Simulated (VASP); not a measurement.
An input for Ansatz (written as the equivalent of a VASP run, and not itself run):

Ansatz 0.2 input:
```yaml
crystal:
  lattice:
    - [0.0000000, 2.2540450, 2.2540450]
    - [2.2540450, 0.0000000, 2.2540450]
    - [2.2540450, 2.2540450, 0.0000000]
  atoms:
    - { symbol: Nb, position: [0.0000000, 0.0000000, 0.0000000] }
    - { symbol: C, position: [0.5000000, 0.5000000, 0.5000000] }
kpoints:
  mp_grid: { grid: [13, 13, 13] }
hamiltonian:
  xc: rpbe
  pseudopotentials: { kind: paw }
scf:
  occupations: { method: methfessel_paxton, width: 0.1 }
  max_iter: 100
output: { forces: true, stress: true, eigenvalues: true }
```

Task: Write the VASP files for the same calculation (RPBE).

Result: One answer among several that fit: 
### INCAR
```
SYSTEM = NbC
PREC = Accurate
ENCUT = 400
EDIFF = 1E-6
NELM = 100
ALGO = Normal
LREAL = .FALSE.
LASPH = .TRUE.
ISMEAR = 1
SIGMA = 0.1
GGA = RP
LMAXMIX = 4
LWAVE = .FALSE.
LCHARG = .FALSE.
ISIF = 2
```

File POSCAR:
```
NbC
2.2540450
  0.0000000000   1.0000000000   1.0000000000
  1.0000000000   0.0000000000   1.0000000000
  1.0000000000   1.0000000000   0.0000000000
Nb C
1 1
Cart
  0.0000000000   0.0000000000   0.0000000000
  1.0000000000   1.0000000000   1.0000000000
```

KPOINTS:
```
Automatic mesh
0
Gamma
13 13 13
0 0 0
```

POTCAR, in this order: Nb_sv C (PBE.64 set). Program: vasp_std.

The two are equivalent in intent, not identical: each code has its own PAW files, so the cut-off isn't converted (ENCUT is set for VASP's; basis.ecutwfc is left out, and Ansatz then takes the one that its files recommend); Ansatz stops its SCF on the density residual and VASP on the energy change (EDIFF).

The structure comes from a computed database's NbC entry; how it stands against other phases isn't given here. The cell was not relaxed at this level. The run is one of a series of settings (GGA = RP against the base run), some of them coarse on purpose.
